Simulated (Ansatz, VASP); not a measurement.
## Two plane-wave programs on BiPdCl

Contents of INCAR:

```
SYSTEM = BiPdCl
PREC = Accurate
ENCUT = 520
EDIFF = 1E-6
ISMEAR = 1
SIGMA = 0.0216
LREAL = .False.
LASPH = .True.
NELM = 80
ALGO = Normal
ISIF = 2
LWAVE = .False.
LCHARG = .False.
GGA = PE
NBANDS = 41
```

The input KPOINTS:

```
Automatic mesh
0
Gamma
  5 5 3
  0 0 0
```

The input POSCAR:

```
BiPdCl
1.0
    3.9954691500      0.0000000000      0.0000000000
    0.0000000000      3.9954691500      0.0000000000
    0.0000000000      0.0000000000      7.5698215000
Bi Pd Cl
2 2 2
Direct
    0.0000000000      0.5000000000      0.1710000000
    0.5000000000      0.0000000000      0.8290000000
    0.0000000000      0.0000000000      0.0000000000
    0.5000000000      0.5000000000      0.0000000000
    0.0000000000      0.5000000000      0.6500000000
    0.5000000000      0.0000000000      0.3500000000
```

Input for Ansatz:

```yaml
crystal:
  lattice:
    - [3.99546915, 0.0, 0.0]
    - [0.0, 3.99546915, 0.0]
    - [0.0, 0.0, 7.5698215]
  atoms:
    - { symbol: Bi, position: [0.0, 0.5, 0.171] }
    - { symbol: Bi, position: [0.5, 0.0, 0.829] }
    - { symbol: Pd, position: [0.0, 0.0, 0.0] }
    - { symbol: Pd, position: [0.5, 0.5, 0.0] }
    - { symbol: Cl, position: [0.0, 0.5, 0.65] }
    - { symbol: Cl, position: [0.5, 0.0, 0.35] }
  symmetry: { tolerance: 0.0003 }
kpoints:
  mp_grid: { grid: [5, 5, 3], shift: [0, 0, 0] }
magnetization:
  spin_polarized: false
scf:
  occupations: { method: methfessel_paxton, width: 0.0216 }
hamiltonian:
  pseudopotentials: { kind: paw }
  xc: pbe
basis:
  ecutwfc: 420
output:
  forces: true
  stress: true
  eigenvalues: true
  write_density: true
  write_potential: true
  elf: true
  volumetric_format: npy
```

The cell was built by a generator and needn't be a form met in nature.

Alike in both runs: task single point; functional PBE; k mesh 5 × 5 × 3; occupations methfessel-paxton of order 1, width 0.0216 eV; no spin polarisation.

|  | VASP | Ansatz |
| --- | --- | --- |
| version | VASP 6.6.1 | Ansatz 0.2.0 |
| potentials or method | VASP PAW PBE potentials, release 64 (Bi_d, Pd, Cl) | PAW plane waves |
| plane-wave cutoff (eV) | 520 | 420 |
| valence electrons in the cell | 64 | 80 |

VASP gave:

* gap on the k mesh at the Fermi level (eV): none
* rms of the force components (eV/Å): 3.781

Question: Which values does Ansatz return?

Answer: gap on the k mesh at the Fermi level (eV): none; rms of the force components (eV/Å): 3.729.

Atom by atom the forces differ by 0.052 eV/Å (rms over components). A gap of «none» marks a metal or a gap that the smearing closes. With one functional, cell and mesh, what is left measures potentials, basis and numerics. The two sets of potentials don't hold the same shells in valence.

Caveats: spin-orbit coupling is left out, which moves the levels of the heavy elements; forces of over 1 eV/Å show positions far from the minimum, so gaps and moduli don't describe the material at rest.
